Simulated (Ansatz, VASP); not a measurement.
# Ba7Al8P36O109 (glassy 62P2O5-14Al2O3-24BaO (mol %)) in two plane-wave programs

Wanted: the spread between two codes on one cell, functional and k mesh. The cell is taken from a series of runs on this material, whose earlier steps may have relaxed, scaled, displaced or heated it; both programs get it as it stands.

Program: Ansatz 0.2.0. Level of theory: plane waves, with VASP 6.6.1 beside it; PBE. Results are calculated unless marked as measured.

## Step 1: Starting point

The cell holds 160 atoms: 36 P, 8 Al, 7 Ba and 109 O. Its edges and angles: a = 13.082 Å, b = 13.082 Å, c = 13.082 Å, α = 90.0°, β = 90.0°, γ = 90.0°. As first built, before any earlier steps moved the atoms or strained the cell (in the runner's words): 160 atoms (36 P, 8 Al, 7 Ba, 109 O) placed at random at 2.92 g/cm^3, melted at 4000 K for 10 ps at fixed volume with the Morse and Coulomb pair potential with partial charges (Pedone, Malavasi, Menziani, Cormack and Segre, J. Phys. Chem. B 110, 11780 (2006)). Quenched from 4000 K to 300 K at 1000 K/ps and fixed volume, held 10 ps at zero pressure. The cell carries charge +1.

## Step 2: Ansatz: single point, PBE

Ansatz runs on its PAW soft_1 files.

With cell and atoms fixed, the geometry can't cause a difference; cores, projectors, grids and the points listed under the comparison can.

The input, input.yaml:

```yaml
crystal:
  lattice:
    - [13.0819, 0.0, 0.0]
    - [0.0, 13.0819, 0.0]
    - [0.0, 0.0, 13.0819]
  atoms:
    - { symbol: P, position: [0.85034, 0.63646, 0.02894] }
    - { symbol: P, position: [0.33458, 0.22546, 0.09827] }
    - { symbol: P, position: [0.75851, 0.75898, 0.52804] }
    - { symbol: P, position: [0.59693, 0.6314, 0.77754] }
    - { symbol: P, position: [0.66324, 0.40519, 0.15456] }
    - { symbol: P, position: [0.72408, 0.07394, 0.13095] }
    - { symbol: P, position: [0.55952, 0.3198, 0.85771] }
    - { symbol: P, position: [0.61198, 0.89992, 0.22822] }
    - { symbol: P, position: [0.38089, 0.92136, 0.88698] }
    - { symbol: P, position: [0.00679, 0.09634, 0.75551] }
    - { symbol: P, position: [0.25593, 0.94992, 0.58133] }
    - { symbol: P, position: [0.59309, 0.97259, 0.92496] }
    - { symbol: P, position: [0.26739, 0.98617, 0.30547] }
    - { symbol: P, position: [0.43306, 0.59349, 0.26913] }
    - { symbol: P, position: [0.55157, 0.22684, 0.06878] }
    - { symbol: P, position: [0.08354, 0.67961, 0.00374] }
    - { symbol: P, position: [0.0014, 0.98533, 0.54856] }
    - { symbol: P, position: [0.8167, 0.66395, 0.73931] }
    - { symbol: P, position: [0.17223, 0.49966, 0.87375] }
    - { symbol: P, position: [0.20474, 0.72328, 0.53014] }
    - { symbol: P, position: [0.67469, 0.78661, 0.03215] }
    - { symbol: P, position: [0.10101, 0.28526, 0.93489] }
    - { symbol: P, position: [0.96783, 0.28153, 0.63822] }
    - { symbol: P, position: [0.96359, 0.84927, 0.21659] }
    - { symbol: P, position: [0.41911, 0.05547, 0.46275] }
    - { symbol: P, position: [0.09944, 0.39285, 0.13083] }
    - { symbol: P, position: [0.83456, 0.44915, 0.64535] }
    - { symbol: P, position: [0.0794, 0.11346, 0.36766] }
    - { symbol: P, position: [0.92184, 0.848, 0.81217] }
    - { symbol: P, position: [0.24345, 0.68534, 0.16968] }
[... 124 atom lines left out ...]
    - { symbol: O, position: [0.53278, 0.73616, 0.78553] }
    - { symbol: O, position: [0.01369, 0.60164, 0.71215] }
    - { symbol: O, position: [0.04604, 0.88486, 0.52882] }
    - { symbol: O, position: [0.99126, 0.25764, 0.92896] }
    - { symbol: O, position: [0.01732, 0.21522, 0.73221] }
    - { symbol: O, position: [0.42441, 0.57412, 0.3923] }
total_charge: 1
kpoints:
  mp_grid: { grid: [1, 1, 1] }
hamiltonian:
  xc: pbe
  pseudopotentials: { kind: paw, azcp: { folder: soft_1 } }
scf:
  occupations: { method: fermi_dirac, width: 0.01 }
  lower_state_search: "off"
output:
  forces: true
  stress: true
  populations: true
  dos:
    method: { smearing: { sigma: 0.15 } }
    de: 0.1
    projected: { site_lists: { Al: [Al], Ba: [Ba], O: [O], P: [P] } }
  eigenvalues: true
  write_density: true
  write_potential: true
  volumetric_format: npy
magnetization:
  spin_polarized: true
  initial_magnetization: 1
```

The run is started by

```
> ansatz run input.yaml --threads 8 --pin off --max-ram 15872MiB --backend cpu --events-out ev --progress --plain --runs-dir out
```

Numbers of over 12 decimals in the logs are rounded to 6 here.

The log of the run:

```text
Engine: ansatz 0.2.0, aarch64-unknown-linux-gnu
Pseudopotentials: kind: paw
Pseudopotential: P, paw, valence charge 5, recommended cutoff 420 eV (normal), soft_1/P.paw.azcp
Pseudopotential: Al, paw, valence charge 3, recommended cutoff 420 eV (normal), soft_1/Al.paw.azcp
Pseudopotential: Ba, paw, valence charge 10, recommended cutoff 420 eV (normal), soft_1/Ba.paw.azcp
Pseudopotential: O, paw, valence charge 6, recommended cutoff 420 eV (normal), soft_1/O.paw.azcp
Functional definition: PBE
  parameter kappa = 0.804
  parameter beta = 0.066725
  exchange = pbe_x(kappa = kappa, mu = beta*pi^2/3)
  correlation = pbe_c(beta = beta)
Crystal: 160 atoms, lattice volume = 2238.785 Å³
Basis set: ecut = 420 eV, 43723 PW (Γ), exchange–correlation on 180×180×180 points (8 copies of the dense FFT grid, shifted against one another)
Bands: 624, of which v1, the nominal top of the filled ones, is band 464 counted from 1 (463 counted from 0)
Symmetry: 1 space group operations
Space group: P1 (ITA 1), of the structure as read, at distance tolerance 1.3e-4 Å
Magnetic group: BNS 1.1 (UNI 1), of the structure as read, at distance tolerance 1.3e-4 Å
k-points: 1
Non-local potential: P, projectors of the file, l = 0: 2, l = 1: 2, l = 2: 1
Non-local potential: Al, projectors of the file, l = 0: 2, l = 1: 2, l = 2: 1
Non-local potential: Ba, projectors of the file, l = 0: 3, l = 1: 2, l = 2: 2, l = 3: 2
Non-local potential: O, projectors of the file, l = 0: 2, l = 1: 2, l = 2: 1
PAW form: soft (Blöchl's): semilocal exchange-correlation on the pseudo side does not see the compensation charge
PAW one-centre angular grid: P, 110 points (default); XC on 64 Gauss nodes
PAW one-centre angular grid: Al, 110 points (default); XC on 64 Gauss nodes
PAW one-centre angular grid: Ba, 194 points (default); XC on 64 Gauss nodes
PAW one-centre angular grid: O, 110 points (default); XC on 64 Gauss nodes
Initial density: superposition of atomic densities (chi_scale 0.1, normalization cell, long waves 78 % of neutral atoms scaled as one to the charged cell's electrons (reshape's long-wave potential 1.78 eV rms, cloud 2.81 Å wide))
Starting moments: Σ|m| = 1 μB on 160 of 160 sites
Initial wavefunctions: pseudopotential atomic-orbital guess
Functional: x = pbe(κ = 0.804, μ = 0.219515), c = pbe(β = 0.066725)
SCF iter   1: F=—  HF=-135188.617166 eV  |F-HF|=—  |Δ(HF+E_count)|=         —  Δρ=5.55e-2 (↑5.54e-2 ↓5.55e-2)  dr2=3.06e2  dr2_m=4.08e-1  M=1.000 μB ∫|m|=1.056 μB  β_m=1.00  ethr=3.10e-3  ⟨swp⟩=10.0  Hψ=7997  notcnv=0  defer=279
preconditioner: auto → Resta (q_TF=auto, 2.355 Å⁻¹)  ε∞=3.5  [insulator: Δε(μ)=0.079 eV  Ē_g=14.867 eV  σ=0.010 eV  W_gap=0.96  n_scr=484 (ndim 8)  ℏωp=23.7 eV  f_vac=0.088  D(μ)=3.77/eV (n_scr^D=6)  ε∞_Penn≈3.5]
spin=Collinear: Resta preconditioning applied to the charge; magnetization (m = ρ↑ − ρ↓) channel mixes plain (no charge-response kernel on spin).
SCF iter   2: F=—  HF=-135125.275707 eV  |F-HF|=—  |Δ(HF+E_count)|=         —  Δρ=2.88e-2 (↑2.78e-2 ↓2.88e-2)  dr2=9.53e1  dr2_m=4.07e-1  M=0.999 μB ∫|m|=1.110 μB  β_m=0.30  ethr=3.10e-3  ⟨swp⟩=3.0  Hψ=2326  notcnv=0  defer=310
Mixer restart at iter 2: flushing history
SCF iter   3: F=—  HF=-135109.570537 eV  |F-HF|=—  |Δ(HF+E_count)|=    1.57e1  Δρ=2.00e-2 (↑1.88e-2 ↓2.00e-2)  dr2=4.26e1  dr2_m=2.41e-1  M=0.055 μB ∫|m|=0.277 μB  β_m=0.30  ethr=3.10e-3  ⟨swp⟩=4.0  Hψ=3083  notcnv=0  defer=310
SCF iter   4: F=—  HF=-135101.278216 eV  |F-HF|=—  |Δ(HF+E_count)|=    8.29e0  Δρ=1.26e-2 (↑1.16e-2 ↓1.26e-2)  dr2=1.49e1  dr2_m=3.82e-2  M=1.000 μB ∫|m|=1.068 μB  β_m=0.30  ethr=3.10e-3  ⟨swp⟩=6.0  Hψ=3127  notcnv=0  defer=312
SCF iter   5: F=—  HF=-135098.803760 eV  |F-HF|=—  |Δ(HF+E_count)|=    2.47e0  Δρ=9.20e-3 (↑7.29e-3 ↓9.20e-3)  dr2=6.35e0  dr2_m=1.36e-1  M=0.953 μB ∫|m|=1.050 μB  β_m=0.30  ethr=1.61e-3  ⟨swp⟩=7.0  Hψ=2826  notcnv=0  defer=310
SCF iter   6: F=—  HF=-135098.095473 eV  |F-HF|=—  |Δ(HF+E_count)|=   7.08e-1  Δρ=7.31e-3 (↑3.88e-3 ↓7.31e-3)  dr2=3.08e0  dr2_m=1.73e-1  M=0.860 μB ∫|m|=0.980 μB  β_m=0.30  ethr=6.85e-4  ⟨swp⟩=5.0  Hψ=3153  notcnv=0  defer=312
SCF iter   7: F=—  HF=-135098.373568 eV  |F-HF|=—  |Δ(HF+E_count)|=   2.78e-1  Δρ=9.22e-3 (↑2.84e-3 ↓9.22e-3)  dr2=4.22e0  dr2_m=3.14e-1  M=0.631 μB ∫|m|=0.833 μB  β_m=0.30  ethr=3.32e-4  ⟨swp⟩=6.0  Hψ=1719  notcnv=0  defer=312
SCF iter   8: F=—  HF=-135097.965923 eV  |F-HF|=—  |Δ(HF+E_count)|=   4.08e-1  Δρ=7.65e-3 (↑1.95e-3 ↓7.65e-3)  dr2=2.27e0  dr2_m=3.57e-1  M=1.000 μB ∫|m|=1.158 μB  β_m=0.30  ethr=3.32e-4  ⟨swp⟩=2.0  Hψ=2145  notcnv=0  defer=312
SCF iter   9: F=—  HF=-135098.021305 eV  |F-HF|=—  |Δ(HF+E_count)|=   5.54e-2  Δρ=7.39e-3 (↑1.72e-3 ↓7.39e-3)  dr2=2.52e0  dr2_m=2.19e-1  M=0.962 μB ∫|m|=1.139 μB  β_m=0.30  ethr=2.45e-4  ⟨swp⟩=3.5  Hψ=1592  notcnv=0  defer=312
[...]
--- Löwdin populations: 160 sites ---
  site symbol       q [e]    m [muB]
     0      P      2.9330    -0.0001
     1      P      2.9219    -0.0001
     2      P      2.9512    -0.0001
     3      P      2.9062    -0.0000
     4      P      2.9022    -0.0000
     5      P      2.9047    -0.0001
     6      P      2.9565    -0.0000
     7      P      2.9448    -0.0000
     8      P      2.8425    -0.0001
     9      P      2.8511    -0.0002
    10      P      2.9393    -0.0086
    11      P      2.8956    -0.0001
    12      P      2.8951    -0.0002
    13      P      2.9379    -0.0001
    14      P      2.8248     0.0000
    15      P      2.8963    -0.0003
    16      P      2.8728    -0.0045
    17      P      2.8139    -0.0001
    18      P      2.8220    -0.0001
    19      P      2.8087    -0.0002
    20      P      2.8242    -0.0000
    21      P      2.9081    -0.0002
    22      P      2.9609    -0.0000
    23      P      2.8981    -0.0001
[...]
152      O      6.7127     0.0020
   153      O      6.7650     0.0002
   154      O      6.6929     0.0000
   155      O      6.7822     0.0000
   156      O      6.7016     0.0786
   157      O      6.8463    -0.0000
   158      O      6.6862    -0.0000
   159      O      6.7227     0.0003
  spilling = 0.016448 (of n_electrons = 927.000000)
```

In the SCF lines HF is the Harris–Foulkes energy and dr2 the Hartree energy of the density residual, in eV; the loop may stop once dr2 is under the threshold and the program's other checks hold. Hψ counts applications of the Hamiltonian.

## Step 3: VASP: single point, PBE

The same cell, functional, mesh and smearing now go to VASP, with its own data sets.

Lines of VASP's logs that name or quote its potential files are left out, and so is its time.

The input, INCAR:

```
SYSTEM = Ba7Al8P36O109
PREC = Accurate
ENCUT = 600
EDIFF = 1E-06
NELM = 200
ISMEAR = -1
SIGMA = 0.01
LREAL = Auto
ALGO = Normal
GGA = PE
NELECT = 927
NBANDS = 575
ISPIN = 2
MAGMOM = -0 -0 -0 -0 -0 0 -0 -0 0 -0 -0 0 -0 -0 0 -0 -0 -0 0 -0 -0 -0 -0 -0 0 -0 -0 0 -0 -0 -0 -0 -0 0 -0 -0 -0 -0 -0 -0 -0 -0 -0 -0 -0 -0 -0 -0 -0 0 0 0 0 0.13 0 -0 0 0 0 0.02 0 0 0 0 0 0.01 0 0 0 0 0.02 0 0 0 0 0 0 0 0 0 0 0.06 0 0 -0 0 0.01 0 0 0 0 0 0.05 0 0 0 0 0 0 0 0 0.13 0 0 -0 0 0.06 0 0 -0 0 -0 0 0 0 0 0 0 0 0 0 0 0 0 0 0 0 0 0.05 0 0 0 0 0 0 -0 0 0.01 0 0 0.01 0 0 0 0 -0 0.07 0 0 0.01 0 0 0 0 0 0 0.05 -0 -0 0
LORBIT = 11
LWAVE = .FALSE.
LCHARG = .FALSE.
ISIF = 2
LASPH = .TRUE.
GGA_COMPAT = .FALSE.
```

The input, POSCAR:

```
Ba7Al8P36O109
1.0
   13.0819000000      0.0000000000      0.0000000000
    0.0000000000     13.0819000000      0.0000000000
    0.0000000000      0.0000000000     13.0819000000
P Al Ba O
36 8 7 109
Direct
    0.8503400000      0.6364600000      0.0289400000
    0.3345800000      0.2254600000      0.0982700000
    0.7585100000      0.7589800000      0.5280400000
    0.5969300000      0.6314000000      0.7775400000
    0.6632400000      0.4051900000      0.1545600000
    0.7240800000      0.0739400000      0.1309500000
    0.5595200000      0.3198000000      0.8577100000
    0.6119800000      0.8999200000      0.2282200000
    0.3808900000      0.9213600000      0.8869800000
    0.0067900000      0.0963400000      0.7555100000
    0.2559300000      0.9499200000      0.5813300000
    0.5930900000      0.9725900000      0.9249600000
    0.2673900000      0.9861700000      0.3054700000
    0.4330600000      0.5934900000      0.2691300000
    0.5515700000      0.2268400000      0.0687800000
    0.0835400000      0.6796100000      0.0037400000
    0.0014000000      0.9853300000      0.5485600000
    0.8167000000      0.6639500000      0.7393100000
    0.1722300000      0.4996600000      0.8737500000
    0.2047400000      0.7232800000      0.5301400000
    0.6746900000      0.7866100000      0.0321500000
    0.1010100000      0.2852600000      0.9348900000
    0.9678300000      0.2815300000      0.6382200000
    0.9635900000      0.8492700000      0.2165900000
    0.4191100000      0.0554700000      0.4627500000
    0.0994400000      0.3928500000      0.1308300000
    0.8345600000      0.4491500000      0.6453500000
    0.0794000000      0.1134600000      0.3676600000
    0.9218400000      0.8480000000      0.8121700000
    0.2434500000      0.6853400000      0.1696800000
[... 124 atom lines left out ...]
    0.5327800000      0.7361600000      0.7855300000
    0.0136900000      0.6016400000      0.7121500000
    0.0460400000      0.8848600000      0.5288200000
    0.9912600000      0.2576400000      0.9289600000
    0.0173200000      0.2152200000      0.7322100000
    0.4244100000      0.5741200000      0.3923000000
```

The input, KPOINTS:

```
Automatic mesh
0
Gamma
1 1 1
0 0 0
```

Potentials, in the order of the species: P, Al, Ba_sv and O (PBE family, release 64).

The run is started by

```
> export OMP_NUM_THREADS=4
> mpirun -np 1 vasp_gam
```

The log of the run:

```text
[banner, memory and clock lines left out]
running    1 mpi-ranks, on    1 nodes
[...]
Offloading initialized ...    1 GPUs detected
[...]
LDA part: xc-table for (Slater+PW92), standard interpolation
 POSCAR, INCAR and KPOINTS ok, starting setup
[...]
entering main loop
       N       E                     dE             d eps       ncg     rms          rms(c)
DAV:   1     0.972079514768E+04    0.97208E+04   -0.59994E+05  2308   0.178E+03
DAV:   2    -0.432310953902E+03   -0.10153E+05   -0.98284E+04  2810   0.408E+02
DAV:   3    -0.127680569297E+04   -0.84449E+03   -0.83778E+03  2680   0.124E+02
DAV:   4    -0.130236358900E+04   -0.25558E+02   -0.25446E+02  2976   0.210E+01
DAV:   5    -0.130341443484E+04   -0.10508E+01   -0.10503E+01  3568   0.355E+00BRMIX: very serious problems
 the old and the new charge density differ
 old charge density:   928.00000 new  927.00000
    0.131E+02
DAV:   6    -0.114179764747E+04    0.16162E+03   -0.70885E+02  2624   0.364E+01    0.679E+01
DAV:   7    -0.114374465831E+04   -0.19470E+01   -0.71350E+01  3008   0.120E+01    0.197E+01
DAV:   8    -0.114248513845E+04    0.12595E+01   -0.13208E+01  3296   0.659E+00    0.113E+01
DAV:   9    -0.114200043028E+04    0.48471E+00   -0.36241E+00  3000   0.327E+00    0.804E+00
[...]
DAV:  32    -0.114202968710E+04   -0.14706E-05   -0.87634E-06  2320   0.426E-03    0.315E-02
DAV:  33    -0.114202968556E+04    0.15387E-05   -0.31097E-06  1832   0.278E-03    0.169E-02
DAV:  34    -0.114202968536E+04    0.19859E-06   -0.53752E-06  1728   0.254E-03
   1 F= -.11420297E+04 E0= -.11420235E+04  d E =-.123597E-01  mag=    -0.9979
```

OUTCAR, selected parts (step 3):

```text
 magnetization (x)
# of ion       s       p       d       tot
------------------------------------------
    1        0.000   0.000   0.000   0.000
    2       -0.000   0.000   0.000   0.000
    3        0.000   0.000   0.000   0.000
    4        0.000   0.000   0.000   0.000
    5        0.000   0.000   0.000   0.000
    6        0.000  -0.000   0.000   0.000
    7        0.000   0.000   0.000   0.000
    8        0.000   0.000   0.000   0.000
    9        0.000  -0.000   0.000  -0.000
   10        0.000   0.000   0.000   0.000
   11        0.001   0.004   0.000   0.005
   12        0.000  -0.000   0.000   0.000
   13        0.000  -0.000   0.000   0.000
[...]
--------------------------------------------------
tot         -0.004  -0.813   0.001  -0.816

[... 1 further part left out ...]
```

The run ends at a pressure of -0.02 GPa, with forces up to 0.22 eV/Å.

## Step 4: Differences

Known differences besides the potentials themselves: VASP starts from the moments at which Ansatz ended; the cutoff is 420 eV in Ansatz and 600 eV in VASP (PREC = Accurate, projectors in real space); site moments are counted in spheres of each program's own size. Total energies have different zeros and are not compared.

Compared:

```tsv
quantity	Ansatz	VASP	difference
total moment (μB)	-1.00	-1.00	0.00
moment on O54 (μB)	-0.14	-0.16	+0.02
moment on O102 (μB)	-0.13	-0.16	+0.02
moment on O147 (μB)	-0.07	-0.09	+0.01
moment on O107 (μB)	-0.06	-0.08	+0.01
moment on O82 (μB)	-0.06	-0.07	+0.01
moment on O157 (μB)	-0.05	-0.06	+0.01
moment on O129 (μB)	-0.05	-0.06	0.00
moment on O93 (μB)	-0.04	-0.06	+0.01
```

Forces on 7 of the 160 atoms, those with the largest forces and the largest differences (eV/Å; atoms numbered as in POSCAR):

```tsv
atom	Ansatz x, y, z	VASP x, y, z
O65	0.001, 0.000, -0.005	0.028, -0.030, -0.195
O78	0.002, 0.010, 0.011	0.027, 0.112, 0.158
O90	0.013, 0.003, 0.001	0.206, 0.064, 0.023
O97	0.004, 0.002, 0.001	-0.072, -0.103, 0.159
O116	0.009, 0.014, 0.003	0.161, 0.144, -0.039
O127	0.002, -0.003, 0.006	-0.010, -0.153, 0.141
O158	0.000, -0.002, -0.008	0.200, -0.050, -0.018
```

The forces differ by 55 meV/Å r.m.s., where the r.m.s. force is 0.009 eV/Å in Ansatz and 0.056 eV/Å in VASP: the atoms lie near their places of rest in Ansatz, so a percentage would say little (all taken over all components). Without spin-orbit coupling the overall direction of the spins is arbitrary; the signs of Ansatz's moments are turned here to match VASP's. The cell carries a charge of +1 e against a uniform background, so its pressure also hangs on how the neutralising background is counted, and in a defect's cell a gap may be the spacing between its levels.

## Step 5: Outcome

* r.m.s. force difference (single point, PBE): 55 meV/Å

**Reading.** The r.m.s. force difference is 55 meV/Å (single point, PBE), beyond the 12 meV/Å picked in this series as the mark of a large difference. What causes the difference of the single point, PBE pair stays open here. Such differences can come from data sets, numerical settings and the points named under the comparisons, not from the functional's error against experiment.

[Lines on the potential files, build, host, timing and source positions are cut from VASP's logs without a mark.]

[Logs are printed without paths, hosts, clocks, repeated set-up lines and the standing remarks that a program may print on its own settings, such as how far it seeks lower states.]

[Hosts, paths, dates, database ids (printed as entryN), source tags and the programs' standing remarks are cut or masked in the printed files.]
